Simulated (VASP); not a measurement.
# Moving the functional in MnSiSe3

```cif
data_structure
_symmetry_space_group_name_H-M 'Pm-3m'
_symmetry_Int_Tables_number 221
_cell_length_a 4.8341
_cell_length_b 4.8341
_cell_length_c 4.8341
_cell_angle_alpha 90.000
_cell_angle_beta 90.000
_cell_angle_gamma 90.000
_cell_volume 112.97
loop_
_atom_site_label
_atom_site_type_symbol
_atom_site_symmetry_multiplicity
_atom_site_Wyckoff_symbol
_atom_site_fract_x
_atom_site_fract_y
_atom_site_fract_z
_atom_site_occupancy
Mn1 Mn 1 a 0.00000 0.00000 0.00000 1
Si1 Si 1 b 0.50000 0.50000 0.50000 1
Se1 Se 3 c 0.00000 0.50000 0.50000 1
```

The cell comes from a database or a generator and needn't be the stable form of this composition.

Kept alike: task band structure; k mesh 5 × 5 × 5; occupations fermi-dirac, width 0.05 eV; collinear spin, ferromagnetic start. Program: VASP, PAW files Mn_pv, Se, Si, 520 eV. The mesh is that of the run's cell of 5 atoms. No spin-orbit coupling.

```csv
functional,pressure (GPa),largest site moment (μB)
AM05,-2.36,4.50
BLYP,4.47,4.42
LDA,-4.15,4.42
PBE,0.13,4.50
PBEsol,-2.48,4.50
PW91,0.29,4.46
RPBE,1.71,4.52
SCAN,-1.16,4.66
TB-mBJ,-,4.56
TPSS,-1.04,4.56
r2SCAN,-0.71,4.66
revPBE,1.32,4.52
```

Pressure is positive in compression; the values hold the error of the finite cutoff, so their zero can differ a little from the energy's minimum. For a metal such a mesh leaves the last digits unconverged. A dash stands where a model potential gives no energy or stress, or where a value looked faulty or was in doubt. The runs hold the magnetic state that their start led to, which needn't be the lowest. Site moments count inside each atom's sphere or projector. Potentials were made for PBE (AM05, BLYP, PBE, PBEsol, PW91, RPBE, SCAN, TB-mBJ, TPSS, r2SCAN, revPBE); LDA (LDA).

**Question.** What does the functional change here?

**Answer.** The pressure runs from -4.15 (LDA) to 4.47 GPa (BLYP). From PBE: AM05 -2.49; BLYP +4.34; LDA -4.28; PBEsol -2.61; PW91 +0.16; RPBE +1.58; SCAN -1.29; TPSS -1.17; r2SCAN -0.84; revPBE +1.19. A positive pressure means that the functional's own cell is larger than the one given, a negative one that it is smaller. The largest site moment runs from 4.42 (BLYP; LDA) to 4.66 μB (SCAN; r2SCAN). From PBE: AM05 +0.00; BLYP -0.08; LDA -0.08; PBEsol +0.00; PW91 -0.04; RPBE +0.02; SCAN +0.16; TB-mBJ +0.06; TPSS +0.06; r2SCAN +0.16; revPBE +0.02.
